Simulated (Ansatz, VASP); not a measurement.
**TiPt (Ti-Pt-Pt-Ti stack, (111) layers) in two plane-wave programs**

Aim: how closely do two programs agree when they are given the same cell, functional and k mesh? Of the first pair: The structure shown is the start of the Ansatz relaxation below; VASP solves that cell, so the two are compared at the walk's first step.

Calculated with Ansatz 0.2.0; plane waves, with VASP 6.6.1 beside it; PBEsol.

## 1. The structure

The cell holds 4 atoms: 2 Ti and 2 Pt. Cell: a = 2.772 Å, b = 2.772 Å, c = 37.379 Å, α = 90.0°, β = 90.0°, γ = 120.0°. It derives from TiPt. Vacuum lies along c. The height across the vacuum is the one that the program set for its solve, not the one typed.

## 2. Ansatz: relaxation, PBEsol

Ansatz runs on its PAW soft_1 files.

The two programs are compared at the cell with which this relaxation starts, whose forces are those of its first step.

The input, input.yaml:

```yaml
crystal:
  lattice:
    - [2.77186, 0.0, 0.0]
    - [-1.38593, 2.4005, 0.0]
    - [0.0, 0.0, 17.78964]
  atoms:
    - { symbol: Ti, position: [0.0, 0.0, 0.30916872] }
    - { symbol: Pt, position: [0.33333333, 0.66666667, 0.43638957] }
    - { symbol: Pt, position: [0.66666667, 0.33333333, 0.56361043] }
    - { symbol: Ti, position: [0.0, 0.0, 0.69083128] }
  periodic: [true, true, false]
kpoints:
  mp_grid: { grid: [9, 9, 1] }
hamiltonian:
  xc: pbesol
  pseudopotentials: { kind: paw, azcp: { folder: soft_1 }, xc_functional: pbe }
scf:
  occupations: { method: gaussian, width: 0.1 }
output:
  forces: true
  stress: true
  eigenvalues: true
relax:
  adjacent_minimum: "off"
  f_tol: 0.05
  max_steps: 80
  cell: { stress_2d_tol: 0.02 }
```

On the command line:

```sh
> ansatz run input.yaml --threads 4 --pin off --max-ram 12288MiB --backend cpu --events-out ev --progress --plain --runs-dir out
```

Numbers of over 12 decimals in the logs are rounded to 6 here.

Log:

```text
Warning: crystal.periodic: the lattice vector that does not repeat stood 0.000° off the slab's normal, 17.790 Å along it as the deck builds it. The run solves the slab on a vector along the normal, 37.379 Å long, with every atom where it was (on the deck's vector they left 11.00 Å outside them, and the widest stretch free of ions among them is 2.26 Å). A fractional position that the run reports is one of the run's ce [...]
The last accepted step is kept in <dir> (removed where the run ends without a failure and the disk answers)
crystal.periodic: the lattice vector that does not repeat stood 0.000° off the slab's normal, 17.790 Å along it as the deck builds it. The run solves the slab on a vector along the normal, 37.379 Å long, with every atom where it was (on the deck's vector they left 11.00 Å outside them, and the widest stretch free of ions among them is 2.26 Å). A fractional position that the run reports is one of the run's cell, which [...]
Engine: ansatz 0.2.0, aarch64-unknown-linux-gnu
Pseudopotentials: kind: paw
Pseudopotential: Ti, paw, valence charge 12, recommended cutoff 420 eV (normal), soft_1/Ti.paw.azcp
Pseudopotential: Pt, paw, valence charge 18, recommended cutoff 420 eV (normal), soft_1/Pt.paw.azcp
Functional definition: PBEsol
  exchange = pbesol_x
  correlation = pbesol_c
Crystal: 4 atoms, lattice volume = 248.716 Å³
Basis set: ecut = 420 eV, 4889 PW (Γ), exchange–correlation on 40×40×500 points (8 copies of the dense FFT grid, shifted against one another)
Bands: 36, of which v1, the nominal top of the filled ones, is band 30 counted from 1 (29 counted from 0)
Symmetry: 12 space group operations
Space group: P-3m1 (ITA 164), of the structure as read, at distance tolerance 6.3e-5 Å
k-points: 12 of 81
Non-local potential: Ti, projectors of the file, l = 0: 3, l = 1: 2, l = 2: 3, l = 3: 1
Non-local potential: Pt, projectors of the file, l = 0: 3, l = 1: 2, l = 2: 2, l = 3: 1
PAW form: soft (Blöchl's): semilocal exchange-correlation on the pseudo side does not see the compensation charge
PAW frozen core: Ti, regenerated for the run's functional, and the local potential with it (the file was generated under x = pbe(κ = 0.804, μ = 0.219515), c = pbe(β = 0.066725))
PAW frozen core: Pt, regenerated for the run's functional, and the local potential with it (the file was generated under x = pbe(κ = 0.804, μ = 0.219515), c = pbe(β = 0.066725))
PAW one-centre angular grid: Ti, 590 points (default); XC on 64 Gauss nodes
PAW one-centre angular grid: Pt, 590 points (default); XC on 64 Gauss nodes
Initial density: superposition of atomic densities (neutral atoms: chi_scale 0, normalization atom)
Initial wavefunctions: pseudopotential atomic-orbital guess
Functional: x = pbesol(κ = 0.804, μ = 0.123457), c = pbesol(β = 0.046)
[...]
SCF iter   6: F=—  HF=-29718.141367 eV  |F-HF|=—  |Δ(HF+E_count)|=   9.21e-5  Δρ=6.28e-5  dr2=2.85e-5  ethr=1.62e-7  ⟨swp⟩=3.4  Hψ=986  notcnv=0
SCF iter   7: F=—  HF=-29718.141372 eV  |F-HF|=—  |Δ(HF+E_count)|=   5.23e-6  Δρ=2.79e-5  dr2=3.83e-6  ethr=4.74e-8  ⟨swp⟩=4.2  Hψ=1007  notcnv=0
SCF iter   8: F=—  HF=-29718.141373 eV  |F-HF|=—  |Δ(HF+E_count)|=   8.24e-7  Δρ=1.86e-5  dr2=2.08e-6  ethr=6.39e-9  ⟨swp⟩=3.3  Hψ=904  notcnv=0
SCF iter   9: F=-29718.141373 eV  HF=-29718.141373 eV  |F-HF|=1.26e-7  |Δ(HF+E_count)|=   2.56e-8  Δρ=7.44e-6  dr2=3.82e-7  ethr=6.67e-10  ⟨swp⟩=22.8  Hψ=3100  notcnv=0
SCF 4 converged in 9 iterations: F = -29718.141373 eV  dr2 = 3.82e-7
relax step   4: F+E_penalty+E_count = -29718.14137286 eV  Δ(F+E_penalty+E_count) = -7.402e-3 eV  max|allowed force component| = 5.012e-2 eV/Å  Δτ_max = 0.0482 Å  P = +0.486 N/m  Ω = 247.920 Å³  energy of the carried Pulay correction = +6.035e-5 eV  fix = [c, alpha, beta]  reactions: c +0.000 N/m  (9 SCF iters, dr2 threshold 4.00e-7 eV, accepted)
[...]
relax step   5: F+E_penalty+E_count = -29718.14204360 eV  Δ(F+E_penalty+E_count) = -6.707e-4 eV  max|allowed force component| = 5.112e-3 eV/Å  Δτ_max = 0.0110 Å  P = +0.004 N/m  Ω = 248.106 Å³  energy of the carried Pulay correction = +4.622e-5 eV  fix = [c, alpha, beta]  reactions: c +0.000 N/m  (7 SCF iters, dr2 threshold 2.10e-7 eV, accepted)
[...]
relax step   6: F+E_penalty+E_count = -29718.14198620 eV  Δ(F+E_penalty+E_count) = +5.740e-5 eV  max|allowed force component| = 5.126e-3 eV/Å  Δτ_max = 0.0000 Å  P = +0.006 N/m  Ω = 248.106 Å³  fix = [c, alpha, beta]  reactions: c +0.000 N/m  stress off target by 6.34e-3 N/m on what of the cell is left free  SCF on the basis re-selected at this cell (its energy is not comparable with the rows above)  (9 SCF iters)
basis re-selected at this cell: Δ(F+E_penalty+E_count) = +5.740e-5 eV, ΔP = +0.003 N/m vs the last step (what re-selecting the basis moved, of the pressure what is left beyond the Pulay correction that the steps carried, after the strain that the cell walked since its last selection, with what the two solves' SCF thresholds leave and, on support functions, any second-order correction that the steps lacked; it is no m [...]
SCF converged after 9 iterations
Free energy (F): -29718.141986 eV
Harris-Foulkes:  -29718.141986 eV  (|F-HF|=2.04e-10)
Internal energy: -29718.084643 eV  (E = F + TS)
E sigma→0 (E₀):  -29718.113314 eV
Entropy (-TS):   -0.057344 eV (-14.336 meV/atom)
Fermi energy:    -4.641369 eV
--- Per-component energies (eV) ---
  E_band       = -2026.077479
  E_kinetic    = 1760.071789
  E_local      = -329503.667188  (includes V_loc(G=0)·N_el)
  E_nonlocal   = 539.332557
  E_hartree    = 163500.349833
  E_xc         = -692.792624
  E_vxc        = -832.127075  (∫ρ·V_xc dr)
  E_paw        = -20727.833171  (= ΣΔE_a)
  E_vpaw       = -990.389142  (= ΣTr[D̂ρ^β])
  E_aug_tail   = 0.002067  (compensation charges beyond the density's cutoff)
  E_ewald      = 155405.599262
  E_core_change = 0.852832  (= ΣΔE_core)
  E_smearing   = -0.057344  (= −TS)
  E_closure    = -0.000000  (closes the sum)
  Σ components = -29718.141986   (vs F -29718.141986, Δ=0.00e0)
--- Forces (eV/Å), atoms counted from 1 ---
  atom   1  Ti     0.00000000     0.00000000     0.00154671
  atom   2  Pt     0.00000000     0.00000000     0.00512602
  atom   3  Pt     0.00000000    -0.00000000    -0.00512602
  atom   4  Ti     0.00000000    -0.00000000    -0.00154671
  max |Σ_I F_I| component: 1.16e-18 eV/Å
--- 2D stress c σ (N/m, compression-positive) ---
        0.006341       0.000000       0.000000
        0.000000       0.006341      -0.000000
        0.000000      -0.000000       0.000000
  P = ½ c Tr σ = 0.0063 N/m
--- Band table (eV; the first three rows and the last of 12) ---
  k-point 0: bands = [... 26 lower, -6.7846, -6.1865, -6.1865, -6.1248, -4.9570, -4.8653, -4.6213, -3.5346, ... 2 higher]
  k-point 1: bands = [... 26 lower, -6.9158, -6.4315, -6.1837, -5.9712, -4.7004, -4.6894, -4.3614, -3.7648, ... 2 higher]
  k-point 2: bands = [... 26 lower, -6.9593, -6.2676, -6.2028, -5.8395, -4.6575, -4.5552, -4.3106, -3.8042, ... 2 higher]
  k-point 11: bands = [... 26 lower, -4.5763, -4.5763, -4.5344, -4.5344, -3.9694, -3.9694, -3.5793, -3.5793, ... 2 higher]
--- Relaxed structure (5 steps of the walk, 5 accepted, 1 SCFs on fresh bases) ---
  F+E_penalty+E_count = -29718.14198620 eV   max|allowed force component| = 5.126e-3 eV/Å   (the final SCF, on the basis selected at the relaxed cell)
  cell:  # Å, volume = 248.1061 Å³
    - [2.768458, 0.0, 0]
    - [-1.384229, 2.397555, 0]
    - [0, 0, 37.379279]
  atoms:
    - { symbol: Ti, position: [7.151114173278966e-19, 0, 0.147857] }
    - { symbol: Pt, position: [0.333333, 0.666667, 0.205555] }
    - { symbol: Pt, position: [0.666667, 0.333333, 0.270368] }
    - { symbol: Ti, position: [-7.151114173278953e-19, 0, 0.328066] }
```

## 3. VASP: single point, PBEsol, start cell, pair 1

The same cell, functional, mesh and smearing now go to VASP, with its own data sets.

Lines of VASP's logs that name or quote its potential files are left out, and so is its time.

The input, INCAR:

```
SYSTEM = TiPt
PREC = Accurate
ENCUT = 400
EDIFF = 1E-06
NELM = 120
ISMEAR = 0
SIGMA = 0.1
LREAL = .FALSE.
ALGO = Normal
GGA = PS
NBANDS = 28
LASPH = .TRUE.
LORBIT = 11
LWAVE = .FALSE.
LCHARG = .FALSE.
ISIF = 2
LDIPOL = .TRUE.
IDIPOL = 3
DIPOL = 0.5 0.5 0.238
LVHAR = .TRUE.
GGA_COMPAT = .FALSE.
NELMDL = -8
KPAR = 2
```

The input, POSCAR:

```
TiPt
1.0
    2.7718590000      0.0000000000      0.0000000000
   -1.3859300000      2.4005010000      0.0000000000
    0.0000000000      0.0000000000     37.3792790000
Ti Pt
2 2
Direct
    0.0000000000      0.0000000000      0.1471403448
    0.0000000000      0.0000000000      0.3287821576
    0.3333333333      0.6666666667      0.2076876068
    0.6666666667      0.3333333333      0.2682348956
```

The input, KPOINTS:

```
Automatic mesh
0
Gamma
9 9 1
0 0 0
```

Potentials, in the order of the species: Ti_sv and Pt (PBE family, release 64).

On the command line:

```sh
> mpirun -np 2 vasp_std
```

Log:

```text
[banner, memory and clock lines left out]
running    2 mpi-ranks, on    1 nodes
 distrk:  each k-point on    1 cores,    2 groups
 distr:  one band on    1 cores,    1 groups

 POSCAR found type information on POSCAR TiPt
 POSCAR found :  2 types and       4 ions
|                                                                             |
|               ----> ADVICE to this user running VASP <----                  |
|                                                                             |
|     You enforced a specific xc type in the INCAR file but a different       |
|     [... a line on the potential file left out ...]
|     I HOPE YOU KNOW WHAT YOU ARE DOING!                                     |
|                                                                             |

 LDA part: xc-table for (Slater+PW92), standard interpolation
 POSCAR, INCAR and KPOINTS ok, starting setup
 FFT: planning ... GRIDC
 FFT: planning ... GRID_SOFT
 FFT: planning ... GRID
 WAVECAR not read
 entering main loop
       N       E                     dE             d eps       ncg     rms          rms(c)
DAV:   1     0.361383992172E+03    0.36138E+03   -0.19309E+04   832   0.116E+03
DAV:   2     0.104583879250E+02   -0.35093E+03   -0.34141E+03   836   0.346E+02
DAV:   3    -0.280752535738E+02   -0.38534E+02   -0.37156E+02  1104   0.104E+02
DAV:   4    -0.330382040975E+02   -0.49630E+01   -0.49165E+01  1032   0.312E+01
DAV:   5    -0.333925635898E+02   -0.35436E+00   -0.35427E+00   936   0.674E+00
DAV:   6    -0.333994912072E+02   -0.69276E-02   -0.69254E-02  1000   0.118E+00
DAV:   7    -0.333997143813E+02   -0.22317E-03   -0.22310E-03   968   0.156E-01
DAV:   8    -0.333997185592E+02   -0.41779E-05   -0.41772E-05   920   0.243E-02    0.200E+01
DAV:   9    -0.331642998502E+02    0.23542E+00   -0.29985E+01   836   0.276E+01    0.194E+01
DAV:  10    -0.316246451615E+02    0.15397E+01   -0.39269E+01   972   0.255E+01    0.107E+01
DAV:  11    -0.324982882895E+02   -0.87364E+00   -0.42390E+01   912   0.292E+01    0.129E+01
DAV:  12    -0.301865668494E+02    0.23117E+01   -0.56976E+00   936   0.109E+01    0.296E+00
DAV:  13    -0.300520893186E+02    0.13448E+00   -0.60647E-01  1032   0.363E+00    0.906E-01
DAV:  14    -0.300494597241E+02    0.26296E-02   -0.37552E-02  1004   0.930E-01    0.577E-01
[...]
DAV:  24    -0.300501662199E+02   -0.19114E-04   -0.87357E-06   704   0.175E-02    0.487E-03
DAV:  25    -0.300501932515E+02   -0.27032E-04   -0.45345E-06   652   0.108E-02    0.442E-03
DAV:  26    -0.300502041492E+02   -0.10898E-04   -0.13040E-06   440   0.657E-03    0.161E-03
DAV:  27    -0.300502098223E+02   -0.56731E-05   -0.35963E-07   424   0.230E-03    0.670E-04
DAV:  28    -0.300502128355E+02   -0.30132E-05   -0.12589E-07   412   0.190E-03    0.835E-04
DAV:  29    -0.300502147171E+02   -0.18817E-05   -0.90171E-08   412   0.125E-03    0.332E-04
DAV:  30    -0.300502157680E+02   -0.10509E-05   -0.69244E-08   396   0.114E-03    0.470E-04
DAV:  31    -0.300502165580E+02   -0.79006E-06   -0.52129E-08   404   0.920E-04
   1 F= -.30050217E+02 E0= -.30023133E+02  d E =-.541670E-01
```

OUTCAR, selected parts (step 3):

```text
ion  position               nearest neighbor table
   1  0.000  0.000  0.147-   3 2.77   3 2.77   3 2.77
   2  0.000  0.000  0.329-   4 2.77   4 2.77   4 2.77
   3  0.333  0.667  0.208-   1 2.77   1 2.77   1 2.77   4 2.77   4 2.77   4 2.77
   4  0.667  0.333  0.268-   2 2.77   2 2.77   2 2.77   3 2.77   3 2.77   3 2.77

  LATTYP: Found a hexagonal cell.
 ALAT       =     2.7718590000
 C/A-ratio  =    13.4852743231

 Subroutine GETGRP returns: Found 12 space group operations
 (whereof  6 operations were pure point group operations)

The static configuration has the point symmetry C_3v.
 The point group associated with its full space group is D_3d.

 Found     12 irreducible k-points:

   k-points           NKPTS =     12   k-points in BZ     NKDIM =     12   number of bands    NBANDS=     28

   dimension x,y,z NGX =    18 NGY =   18 NGZ =  250
   dimension x,y,z NGXF=    36 NGYF=   36 NGZF=  500

   ENCUT  =  400.0 eV  29.40 Ry    5.42 a.u.   4.52  4.52 60.96*2*pi/ulx,y,z

   NELECT =      44.0000    total number of electrons

 k-points in reciprocal lattice and weights: Automatic mesh
   0.00000000  0.00000000  0.00000000       0.012
   0.11111111  0.00000000  0.00000000       0.074
   0.22222222  0.00000000  0.00000000       0.074
   0.33333333  0.00000000  0.00000000       0.074
   0.44444444  0.00000000  0.00000000       0.074
   0.11111111  0.11111111  0.00000000       0.074
   0.22222222  0.11111111  0.00000000       0.148
   0.33333333  0.11111111  0.00000000       0.148
   0.44444444  0.11111111  0.00000000       0.074
   0.22222222  0.22222222  0.00000000       0.074
   0.33333333  0.22222222  0.00000000       0.148
   0.33333333  0.33333333  0.00000000       0.025

 dipolmoment           0.000000      0.000000     -0.000000 electrons x Angstroem

 average (electrostatic) potential at core
       1 -81.4010       2 -81.4010       3 -74.9939       4 -74.9939

 E-fermi :  -0.8376

 k-point     1 :       0.0000    0.0000    0.0000
  band No.  band energies     occupation
    ...
     21      -2.0506      2.00000
     22      -2.0506      2.00000
     23      -1.2664      2.00000
     24      -1.0431      1.99635
     25      -0.8547      1.19188
     26       0.2274      0.00000
     27       0.2291      0.00000
     28       0.2558      0.00000

 k-point     2 :       0.1111    0.0000    0.0000
  band No.  band energies     occupation
    ...
     20      -2.5335      2.00000
     21      -2.2354      2.00000
     22      -2.0293      2.00000
     23      -0.9051      1.66023
     24      -0.8845      1.49311
     25      -0.4640      0.00000
     26      -0.0115      0.00000
     27       0.1418      0.00000
     28       0.4939      0.00000

 k-point     3 :       0.2222    0.0000    0.0000
  band No.  band energies     occupation
    ...
     19      -2.9341      2.00000
     20      -2.4409      2.00000
     21      -2.0496      2.00000
     22      -2.0181      2.00000
     23      -0.8459      1.09411
     24      -0.7650      0.30485
     25      -0.4615      0.00000
     26      -0.0901      0.00000
     27       0.6182      0.00000
     28       1.2359      0.00000

  Total       -0.9216448     -0.9216454     -1.0403101      0.0000002      0.0000000      0.0000000
  in kB       -5.9370436     -5.9370470     -6.7014603      0.0000012      0.0000000      0.0000000
  external PRESSURE =      -6.1918503 kB  Pullay stress =       0.0000000 kB

  energy-cutoff  :      400.00
  volume of cell :      248.72
      direct lattice vectors                 reciprocal lattice vectors
     2.771859000  0.000000000  0.000000000     0.360768712  0.208289928  0.000000000
    -1.385930000  2.400501000  0.000000000     0.000000000  0.416579706  0.000000000
     0.000000000  0.000000000 37.379279000     0.000000000  0.000000000  0.026752790

 POSITION                                       TOTAL-FORCE (eV/Angst)
 -----------------------------------------------------------------------------------
      0.00000      0.00000      5.50000        -0.000000      0.000000      0.601117
      0.00000      0.00000     12.28964         0.000000      0.000000     -0.601117
     -0.00000      1.60033      7.76321        -0.000000      0.000000     -1.432685
      1.38593      0.80017     10.02643         0.000000      0.000000      1.432685
 -----------------------------------------------------------------------------------
    total drift:                               -0.000000     -0.000000      0.000022

  FREE ENERGIE OF THE ION-ELECTRON SYSTEM (eV)
  ---------------------------------------------------
  free  energy   TOTEN  =       -30.0502165580 eV

  energy  without entropy=      -29.9960495270  energy(sigma->0) =      -30.02313304

 vacuum level on the upper side and lower side of the slab         3.812         3.812

 total charge
# of ion       s       p       d       tot
------------------------------------------
    1        2.246   6.092   1.951  10.289
    2        2.246   6.092   1.951  10.289
    3        0.686   0.620   8.062   9.368
    4        0.686   0.620   8.062   9.368
--------------------------------------------------
tot          5.864  13.424  20.026  39.314

[... 3 further parts left out ...]
```

The PAW data sets were made with PBE, which is usual practice but a small mismatch for other functionals.

## 4. Side by side

Known differences besides the potentials themselves: Ansatz cuts the interaction across the vacuum, VASP repeats the sheet with a dipole correction (LDIPOL); the data sets hold 60 valence electrons in Ansatz (on its PAW soft_1 files) and 44 in VASP; the cutoff is 420 eV in Ansatz and 400 eV in VASP; Ansatz makes its cores anew for this functional, VASP keeps those of its PBE data sets. Total energies have different zeros and are not compared.

Forces (eV/Å; atoms numbered as in POSCAR):

```csv
atom,"Ansatz x, y, z","VASP x, y, z"
Ti1,"0.000, 0.000, 0.603","0.000, 0.000, 0.601"
Ti2,"0.000, 0.000, -0.603","0.000, 0.000, -0.601"
Pt3,"0.000, 0.000, -1.444","0.000, 0.000, -1.433"
Pt4,"0.000, 0.000, 1.444","0.000, 0.000, 1.433"
```

The forces differ by 4.8 meV/Å r.m.s., which is 0.8 % of the r.m.s. force of 0.634 eV/Å (both taken over all components). Where the cell holds vacuum, a pressure given here is an average over it and none of the material.

## 5. Ansatz: relaxation, PBEsol

The two programs are compared at the cell with which this relaxation starts, whose forces are those of its first step.

The structure compared here is the start of the Ansatz relaxation; VASP solves that cell, so the two are compared at the walk's first step.

input.yaml, the sections that differ from step 2:

```yaml
crystal:
  lattice:
    - [2.7684581179, 0.0, 0.0]
    - [-1.3842290589, 2.3975550594, 0.0]
    - [0.0, 0.0, 37.3792790878]
  atoms:
    - { symbol: Ti, position: [0.0, 0.0, 0.1478568156] }
    - { symbol: Pt, position: [0.3333333333, 0.6666666667, 0.2055547242] }
    - { symbol: Pt, position: [0.6666666667, 0.3333333333, 0.2703677771] }
    - { symbol: Ti, position: [0.0, 0.0, 0.3280656857] }
  periodic: [true, true, false]
kpoints:
  mp_grid: { grid: [12, 12, 1] }
relax:
  adjacent_minimum: "off"
  f_tol: 0.005
  max_steps: 80
  cell: { stress_2d_tol: 0.02 }
# hamiltonian, scf, output: as in step 2
```

On the command line:

```sh
> ansatz run input.yaml --threads 4 --pin off --max-ram 12288MiB --backend cpu --events-out ev --progress --plain --runs-dir out
```

Log:

```text
[...]
Crystal: 4 atoms, lattice volume = 248.106 Å³
Basis set: ecut = 420 eV, 4877 PW (Γ), exchange–correlation on 40×40×500 points (8 copies of the dense FFT grid, shifted against one another)
Bands: 36, of which v1, the nominal top of the filled ones, is band 30 counted from 1 (29 counted from 0)
Symmetry: 12 space group operations
[...]
k-points: 19 of 144
[...]
cell:  # Å, volume = 251.8477 Å³
    - [2.789255, -2.9084304413868318e-11, 0]
    - [-1.394627, 2.415566, 0]
    - [0, 0, 37.3792790878]
  atoms:
    - { symbol: Ti, position: [6.518501842918302e-19, 3.2592509212825636e-19, 0.148987] }
    - { symbol: Pt, position: [0.333333, 0.666667, 0.205674] }
    - { symbol: Pt, position: [0.666667, 0.333333, 0.270248] }
    - { symbol: Ti, position: [-6.518501842918307e-19, -3.2592509212825664e-19, 0.326936] }
[key lines of the parts left out:]
SCF converged after 10 iterations
Free energy (F): -29718.132468 eV
Fermi energy:    -4.497610 eV
P = ½ c Tr σ = -0.0026 N/m
```

(Continued in part 2 of 2.)

[Lines on the potential files, build, host, timing and source positions are cut from VASP's logs without a mark.]

[Logs are printed without paths, hosts, clocks, repeated set-up lines and the standing remarks that a program may print on its own settings, such as how far it seeks lower states.]

[Hosts, paths, dates, database ids (printed as entryN), source tags and the programs' standing remarks are cut or masked in the printed files.]
